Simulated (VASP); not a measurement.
An input for Quantum ESPRESSO's pw.x (written as the equivalent of a VASP run, and not itself run):

```
&CONTROL
  calculation = 'scf'
  pseudo_dir = './pseudo'
  outdir = './out'
  tprnfor = .true.
  tstress = .true.
/
&SYSTEM
  ibrav = 0
  nat = 2
  ntyp = 2
  ecutwfc = 80
  occupations = 'smearing'
  smearing = 'methfessel-paxton'
  degauss = 0.00735
  input_dft = 'pbe'
/
&ELECTRONS
  conv_thr = 7.3e-09
  electron_maxstep = 100
/
ATOMIC_SPECIES
  Ga 69.723 Ga.upf
  Sb 121.760 Sb.upf
CELL_PARAMETERS angstrom
     0.0000000    3.1061202    3.1061202
     3.1061202    0.0000000    3.1061202
     3.1061202    3.1061202    0.0000000
ATOMIC_POSITIONS crystal
  Ga   0.0000000  0.0000000  0.0000000
  Sb   0.2500000  0.2500000  0.2500000
K_POINTS automatic
  10 10 10 0 0 0
```

**Question.** Write the VASP files for the same calculation (PBE).

**Answer.** One answer among several that fit: 
### POSCAR
```
GaSb
1
    0.0000000000     3.1061202460     3.1061202460
    3.1061202460     0.0000000000     3.1061202460
    3.1061202460     3.1061202460     0.0000000000
Ga Sb
1 1
Direct
  0.0000000000   0.0000000000   0.0000000000
  0.2500000000   0.2500000000   0.2500000000
```

INCAR:
```
# general
SYSTEM   =  GaSb
PREC     =  Accurate
ENCUT    =  480
LREAL    =  .FALSE.
LASPH    =  .TRUE.

# electronic loop
EDIFF    =  1E-7   # SCF stop (eV)
NELM     =  100
ALGO     =  Normal   # blocked Davidson
LMAXMIX  =  4

# smearing
ISMEAR   =  1
SIGMA    =  0.1   # width (eV)

# functional
GGA      =  PE

# ions
ISIF     =  2

# output
LWAVE    =  .FALSE.
LCHARG   =  .FALSE.
```

### KPOINTS
```
kpoints
0
gamma
10 10 10
0 0 0
```

POTCAR, in this order: Ga_d Sb (PBE.64 set). Program: vasp_std.

What does not carry over: the potentials are each code's own (VASP's PAW set, PseudoDojo norm-conserving files in pw.x), so ENCUT and ecutwfc are chosen apart and not converted; conv_thr bounds pw.x's estimated SCF error, while EDIFF bounds the energy change between steps.

The compound is GaSb in the zinc blende structure. It was relaxed first, which changed the volume by +6 %.
